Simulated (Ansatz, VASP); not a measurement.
# C: VASP beside Ansatz, part 2 of 2

Aim: how closely do two programs agree when they are given the same cell, functional and k mesh? The cell is taken from a series of VASP runs on this material, whose earlier steps may have relaxed, scaled or displaced it; both programs get it as it stands.

VASP 6.6.1 and Ansatz 0.2.0.

So far. Step 2 (VASP: band structure, HSE06): The run ends at a pressure of -7.35 GPa.

### Step 3. Ansatz: band structure, HSE06

Level of this step: Ansatz beside VASP: Kohn-Sham DFT, plane waves, HSE06 (Ansatz).

Ansatz runs on its default PAW (the set named soft_2) files.

The same cell, functional, mesh and smearing now go to Ansatz, which takes its cutoff from its data sets.

File input.yaml:

```yaml
crystal:
  lattice:
    - [0.0, 1.78337, 1.78337]
    - [1.78337, 0.0, 1.78337]
    - [1.78337, 1.78337, 0.0]
  atoms:
    - { symbol: C, position: [0.5, 0.5, 0.5] }
    - { symbol: C, position: [0.75, 0.75, 0.75] }
hamiltonian:
  xc: { exchange: pbe, correlation: pbe, exx: { coeff: 0.25, omega: 0.2 } }
  pseudopotentials: { kind: paw }
kpoints:
  mp_grid: { grid: [8, 8, 8] }
  band_path:
    path:
      - [0.0, 0.0, 0.0]
      - [0.35714, 0.0, 0.35714]
      - [0.5, 0.0, 0.5]
      - [0.5, 0.21429, 0.71429]
      - [0.41071, 0.33929, 0.75]
      - [0.16071, 0.16071, 0.32143]
      - [0.21429, 0.21429, 0.21429]
      - [0.55357, 0.39286, 0.55357]
      - [0.58929, 0.25, 0.66071]
      - [0.5, 0.28571, 0.71429]
      - [0.5, 0.5, 0.5]
      - [0.375, 0.375, 0.75]
      - [0.5, 0.0, 0.5]
    npoints: 1
scf:
  occupations: { method: gaussian, width: 0.02 }
  n_extra_bands: 7
output:
  forces: true
  stress: true
  eigenvalues: true
```

The run is started by

```console
ansatz run input.yaml --threads 4 --pin off --max-ram 9216MiB --backend cpu --events-out ev --progress --plain --runs-dir out
```

Numbers of over 12 decimals in the logs are rounded to 6 here.

The log of the run:

```text
Warning: output.stress: scf.convergence.dr2_threshold = 1e-7 eV (the SCF's general default) is looser than the 2e-10 eV advised for a printed stress (1e-10 eV for each atom of the cell: 2). What an SCF threshold leaves in a stress goes as its square root, and in the free energy as the threshold itself, and one threshold admits the most on a small cell: [figures from the program's tests cut] Set scf.convergence.dr2_threshold to 2e-10 eV or tighter. The threshold is an SCF's pass mark: one that does not reach it within its budget of iterations ends unconverged, or closes short of it on a stop that the run arms, and scf.convergence.dr2_threshold's page says what that costs each kind of run
Warning: output.stress: scf.exx.energy_threshold = 1e-6 eV is looser than the 2e-8 eV advised for a stress under a hybrid functional (1e-8 eV for each atom of the cell: 2). Every SCF of the exchange loop can meet its threshold on dr2 while the loop round them stops early: no threshold on dr2 bounds what that leaves in the stress. Set scf.exx.energy_threshold to 2e-8 eV or tighter. The threshold is the loop's pass mark: a loop that does not reach it within its budget of cycles ends unconverged, and scf.exx.energy_threshold's page has the law
scf.n_extra_bands = 7 over 4 filled bands (N_el = 8.0): the run solves 11 bands
Engine: ansatz 0.2.0, x86_64-unknown-linux-gnu
Pseudopotentials: kind: paw
Pseudopotential: C, paw, valence charge 4, recommended cutoff 420 eV (normal), C.paw.azcp
Functional definition: unnamed
  parameter a_1 = 0.25
  parameter omega_1 = 0.2/angstrom
  exchange = pbe_x + (-a_1)*pbe_x_sr(omega_1) + a_1*exact_x_sr(omega_1)
  correlation = pbe_c
Crystal: 2 atoms, lattice volume = 11.344 Å³
Basis set: ecut = 420 eV, 229 PW (Γ), exchange–correlation on 36×36×36 points (8 copies of the dense FFT grid, shifted against one another)
Bands: 11, of which v1, the nominal top of the filled ones, is band 4 counted from 1 (3 counted from 0)
Symmetry: 48 space group operations
Space group: Fd-3m (ITA 227), of the structure as read, at distance tolerance 2.2e-5 Å
k-points: 29 of 512
Non-local potential: C, projectors of the file, l = 0: 2, l = 1: 2, l = 2: 1
PAW form: soft (Blöchl's): semilocal exchange-correlation on the pseudo side does not see the compensation charge
PAW frozen core: C, regenerated for the run's functional, and the local potential with it (the file was generated under x = pbe(κ = 0.804, μ = 0.219515), c = pbe(β = 0.066725))
PAW one-centre angular grid: C, 110 points (default); XC on 64 Gauss nodes
Initial density: superposition of atomic densities (neutral atoms: chi_scale 0, normalization atom), corrected by the library's trained network
Initial wavefunctions: pseudopotential atomic-orbital guess
Functional: x = pbe(κ = 0.804, μ = 0.219515), c = pbe(β = 0.066725), warm-up for x = pbe(κ = 0.804, μ = 0.219515) + 0.25 (exact − pbe) at short range (hse, ω = 0.2 Å⁻¹), c = pbe(β = 0.066725)
SCF iter   1: F=—  HF=-501.614423 eV  |F-HF|=—  |Δ(HF+E_count)|=         —  Δρ=1.69e-3  dr2=8.27e-5  ethr=1.77e-3  ⟨swp⟩=2.0  Hψ=2049  notcnv=0
preconditioner: auto → none  [insulator: Δε(μ)=4.146 eV  Ē_g=24.997 eV  σ=0.020 eV  W_gap=1.00  n_scr=0 (ndim 8)  ℏωp=31.2 eV  f_vac=0.000  D(μ)=0.00/eV (n_scr^D=0)]
SCF iter   2: F=-501.614617 eV  HF=-501.614566 eV  |F-HF|=5.12e-5  |Δ(HF+E_count)|=   1.43e-4  Δρ=8.36e-4  dr2=1.71e-5  ethr=1.03e-6  ⟨swp⟩=2.2  Hψ=466  notcnv=0  defer=5
SCF 1 stopped early in 2 iterations: F = -501.614617 eV  dr2 = 1.71e-5
  greatest PAW one-centre occupation: 0.644 electrons in one spin orbital (limit 2), on the C atom at site 1 (counted from 0), in its partial waves of l = 0
Initial density: handed on by an earlier stage of this run
Initial wavefunctions: those handed on with the density
Functional: x = pbe(κ = 0.804, μ = 0.219515) + 0.25 (exact − pbe) at short range (hse, ω = 0.2 Å⁻¹), c = pbe(β = 0.066725)
Exchange kernel: α = 0.2500, screened, ω = 0.2000 Å⁻¹, Wigner–Seitz truncation, v(0) = 1126.7037 eV·Å³, q-mesh 8×8×8, nearest image of the exchange supercell L = 20.18 Å, pair-density grid 12×12×12, without the augmentation charges, whose exchange is taken in its separable form by FFT convolution over the k-point mesh (sized by the pseudopotential files, 15×15×15 at the most), smooth part of the exact exchange by density-matrix convolution
Frozen-core exchange: fock
SCF iter   1: F=—  HF=-501.765726 eV  |F-HF|=—  |Δ(HF+E_count)|=         —  Δρ=9.98e-3  dr2=4.67e-3  ethr=2.14e-6  ⟨swp⟩=5.1  Hψ=1418  notcnv=0
preconditioner: auto → none  [insulator: Δε(μ)=5.243 eV  Ē_g=27.708 eV  σ=0.020 eV  W_gap=1.00  n_scr=0 (ndim 8)  ℏωp=31.2 eV  f_vac=0.000  D(μ)=0.00/eV (n_scr^D=0)]
SCF iter   2: F=—  HF=-501.763904 eV  |F-HF|=—  |Δ(HF+E_count)|=   1.82e-3  Δρ=4.23e-3  dr2=7.51e-4  ethr=2.14e-6  ⟨swp⟩=3.0  Hψ=756  notcnv=0
SCF iter   3: F=—  HF=-501.765484 eV  |F-HF|=—  |Δ(HF+E_count)|=   1.58e-3  Δρ=9.01e-4  dr2=2.73e-5  ethr=2.14e-6  ⟨swp⟩=3.0  Hψ=545  notcnv=0
iter 4 solved again at ethr=1.03e-8 eV; its pass at ethr=3.17e-7 eV (dr2=8.22e-7 eV) is discarded
SCF iter   4: F=—  HF=-501.765474 eV  |F-HF|=—  |Δ(HF+E_count)|=   1.00e-5  Δρ=1.54e-4  dr2=2.25e-6  ethr=1.03e-8  ⟨swp⟩=2.0  Hψ=1048  notcnv=0
SCF iter   5: F=-501.765486 eV  HF=-501.765486 eV  |F-HF|=1.82e-7  |Δ(HF+E_count)|=   1.22e-5  Δρ=6.90e-5  dr2=3.54e-7  ethr=1.01e-8  ⟨swp⟩=3.0  Hψ=547  notcnv=0
SCF 2 stopped early in 5 iterations: F = -501.765486 eV  dr2 = 3.54e-7
  greatest PAW one-centre occupation: 0.647 electrons in one spin orbital (limit 2), on the C atom at site 1 (counted from 0), in its partial waves of l = 0
hybrid outer 1: dexx = +2.001e-3 eV, tail = 9.19e-6 eV
Exchange kernel: α = 0.2500, screened, ω = 0.2000 Å⁻¹, Wigner–Seitz truncation, v(0) = 1126.7037 eV·Å³, q-mesh 8×8×8, nearest image of the exchange supercell L = 20.18 Å, pair-density grid 12×12×12, without the augmentation charges, whose exchange is taken in its separable form by FFT convolution over the k-point mesh (sized by the pseudopotential files, 15×15×15 at the most), smooth part of the exact exchange by density-matrix convolution
Frozen-core exchange: fock
SCF iter   1: F=—  HF=-501.765530 eV  |F-HF|=—  |Δ(HF+E_count)|=         —  Δρ=7.55e-5  dr2=3.43e-7  ethr=5.74e-7  ⟨swp⟩=3.1  Hψ=715  notcnv=0
preconditioner: auto → none  [insulator: Δε(μ)=5.309 eV  Ē_g=27.716 eV  σ=0.020 eV  W_gap=1.00  n_scr=0 (ndim 8)  ℏωp=31.2 eV  f_vac=0.000  D(μ)=0.00/eV (n_scr^D=0)]
SCF iter   2: F=-501.765530 eV  HF=-501.765530 eV  |F-HF|=4.73e-9  |Δ(HF+E_count)|=   7.86e-8  Δρ=1.52e-5  dr2=1.24e-8  ethr=3.23e-9  ⟨swp⟩=3.0  Hψ=502  notcnv=0
SCF 3 converged in 2 iterations: F = -501.765530 eV  dr2 = 1.24e-8
  Residual-converged pass: ⟨swp⟩=3.0  Hψ=545  notcnv=0  max |occ|·‖R‖ = 2.3e-6 eV (tolerance 2.4e-6 eV)  dr2=1.23e-8  dr2_onsite=7.78e-10  max |Δocc| = 0.0e0
hybrid outer 2: dexx = +1.281e-7 eV, tail = 2.98e-8 eV, Δε = 2.92e-3 eV (about 1.67e-4 eV left of the loop's levels)
NSCF: frozen V_eff on 13 k-points
hybrid SCF converged: 2 outer / 7 inner (+2 warm-up), last move |dexx| = 1.28e-7 eV, tail = 2.98e-8 eV
Stability not checked: this state was not tested for a lower state beside it, because the functional holds exact exchange (a hybrid, or Hartree-Fock), whose exchange loop this test does not read (fock_operator; see scf.lower_state_search)
Free energy (F): -501.765530 eV
Frozen-core exchange: fock
Harris-Foulkes:  -501.765530 eV  (|F-HF|=4.73e-9)
Internal energy: -501.765530 eV  (E = F + TS)
E sigma→0 (E₀):  -501.765530 eV
Fermi energy:    15.340201 eV
--- Per-component energies (eV) ---
  E_band       = 22.702010
  E_kinetic    = 184.009410
  E_local      = -120.637004  (includes V_loc(G=0)·N_el)
  E_nonlocal   = 52.222893
  E_hartree    = 26.455573
  E_xc         = -78.799018
  E_vxc        = -96.850789  (∫ρ·V_xc dr)
  E_exx        = -18.418667  (= α·E_x^exact, valence–valence)
  E_paw        = -198.602915  (= ΣΔE_a)
  E_vpaw       = -12.115967  (= ΣTr[D̂ρ^β])
  E_aug_tail   = 0.000017  (compensation charges beyond the density's cutoff)
  E_ewald      = -347.961363
  E_core_change = -0.034457  (= ΣΔE_core)
  E_smearing   = -0.000000  (= −TS)
  E_closure    = -0.000001  (closes the sum)
  Σ components = -501.765530   (vs F -501.765530, Δ=0.00e0)
--- Forces (eV/Å), atoms counted from 1 ---
  atom   1  C      0.00000000    -0.00000000     0.00000000
  atom   2  C      0.00000000    -0.00000000     0.00000000
  max |Σ_I F_I| component: 1.11e-16 eV/Å
--- Stress (GPa, compression-positive) ---
       -8.202566      -0.000000       0.000000
        0.000000      -8.202566      -0.000000
        0.000000       0.000000      -8.202566
  P = ⅓ Tr σ = -8.2026 GPa (-82.026 kbar)
--- Band table (eV; the first three rows and the last of 29) ---
  k-point 0: bands = [-10.8501, 12.6859, 12.6859, 12.6859, 19.6847, 19.6847, 19.6847, 27.9286, ... 3 higher]
  k-point 1: bands = [-10.3828, 10.0762, 11.9913, 11.9913, 20.6050, 20.6050, 21.0054, 28.3327, ... 3 higher]
  k-point 2: bands = [-8.9945, 5.4685, 10.7908, 10.7908, 22.0569, 22.0569, 22.3238, 29.3361, ... 3 higher]
  k-point 28: bands = [-0.5547, -0.5547, 3.6444, 3.6444, 24.8682, 24.8682, 26.9494, 26.9494, ... 3 higher]
```

Elapsed: 38 s, on 4 threads of AMD EPYC 7571, shared host; peak memory 0.6 GiB; 2.1 min of CPU time.

In the SCF lines HF is the Harris–Foulkes energy and dr2 the Hartree energy of the density residual, in eV; the loop may stop once dr2 is under the threshold and the program's other checks hold. Hψ counts applications of the Hamiltonian.

### Step 4. Comparison

Known differences besides the potentials themselves: exact exchange at q = 0 is treated differently, which shows on coarse meshes; VASP keeps PBE cores, Ansatz makes them for the functional; the cutoff is 420 eV in Ansatz and 520 eV in VASP; VASP takes a coarser grid for exact exchange (PRECFOCK = Fast). Total energies have different zeros and are not compared.

The two programs side by side:

| quantity | Ansatz | VASP | difference |
| --- | --- | --- | --- |
| pressure (GPa) | -8.20 | -7.35 | -0.85 |
| pressure without Ansatz's Pulay correction (GPa) | -9.04 | -7.35 | -1.69 |
| gap over the path points (eV) | 5.311 | 5.302 | +0.009 |

Levels at points of the path, from each program's valence-band top (eV; 3 filled, then empty):

| k (reciprocal lattice) | Ansatz | VASP |
| --- | --- | --- |
| 0.000 0.000 0.000 | 0.00 0.00 0.00 7.00 7.00 7.00 | 0.00 0.00 0.00 6.99 6.99 6.99 |
| 0.357 0.000 0.357 | -8.84 -6.08 -6.08 5.31 8.43 16.88 | -8.84 -6.07 -6.07 5.30 8.42 16.88 |
| 0.500 0.000 0.500 | -14.08 -6.88 -6.88 5.94 5.94 19.24 | -14.08 -6.87 -6.87 5.93 5.93 19.24 |
| 0.500 0.214 0.714 | -13.30 -8.93 -8.93 11.40 11.40 15.02 | -13.30 -8.93 -8.93 11.40 11.40 15.03 |
| 0.411 0.339 0.750 | -12.91 -10.03 -6.35 7.60 12.42 16.14 | -12.91 -10.03 -6.34 7.60 12.43 16.14 |
| 0.161 0.161 0.321 | -6.00 -4.96 -1.40 9.09 10.20 10.73 | -6.00 -4.96 -1.40 9.08 10.20 10.73 |
| 0.214 0.214 0.214 | -5.87 -1.57 -1.57 9.01 9.01 9.36 | -5.87 -1.56 -1.56 9.01 9.01 9.36 |
| 0.554 0.393 0.554 | -14.01 -5.69 -4.03 8.86 12.06 12.80 | -14.01 -5.69 -4.03 8.86 12.05 12.81 |
| 0.589 0.250 0.661 | -12.91 -10.03 -6.35 7.60 12.42 16.14 | -12.91 -10.03 -6.34 7.60 12.43 16.14 |
| 0.500 0.286 0.714 | -12.58 -9.51 -8.03 11.30 12.39 14.54 | -12.58 -9.51 -8.03 11.29 12.39 14.54 |

Among the levels compared at these points, filled levels agree within 5 meV and empty ones within 12 meV. Ansatz's pressure holds a Pulay correction of 0.84 GPa; VASP's holds none.

### Step 5. Summary of results

| Item | Value |
| --- | --- |
| difference in gap over the path points (band structure, HSE06) | 0.0085 eV |
| difference in pressure (band structure, HSE06) | -0.85 GPa |

The difference in pressure is -0.85 GPa (band structure, HSE06), within the 1 GPa picked in this series as the mark of a large difference. How closely two codes agree says nothing of how well the functional describes the real material.

[Lines on the potential files, build, host, timing and source positions are cut from VASP's logs without a mark.]

[Logs are printed without paths, hosts, clocks, repeated set-up lines and the standing remarks that a program may print on its own settings, such as how far it seeks lower states.]

[Hosts, paths, dates, database ids (printed as entryN), source tags and the programs' standing remarks are cut or masked in the printed files.]
